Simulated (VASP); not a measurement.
Given:

```
CELL_PARAMETERS angstrom
      1.68151    -2.91245     0.00000
      1.68151     2.91245     0.00000
      0.00000     0.00000     5.58442
ATOMIC_POSITIONS crystal
  Ti 0.00000 0.00000 0.00000
  S  0.33333 0.66667 0.25612
  S  0.66667 0.33333 0.74388
```

Calculation: vdW-DF-cx, VASP's PBE PAW potentials (set 64) (plane waves; VASP 6.6.1). Settings: 520 eV cut-off, 12×12×6 Γ-centred mesh, tetrahedra with Blöchl corrections, potentials Ti_sv S.

The cores are frozen, which limits the accuracy of field gradients.

Give the principal components of the electric field gradient (V/Å²) and the asymmetry η at each nucleus.

| atom | Vxx | Vyy | Vzz | η |
|---|---|---|---|---|
| Ti1 | 11.1 | 11.1 | -22.2 | 0.00 |
| S2 | 3.6 | 3.6 | -7.2 | 0.00 |
| S3 | 3.6 | 3.6 | -7.2 | 0.00 |

The compound is TiS2 in the 1T layered structure. It was relaxed first.
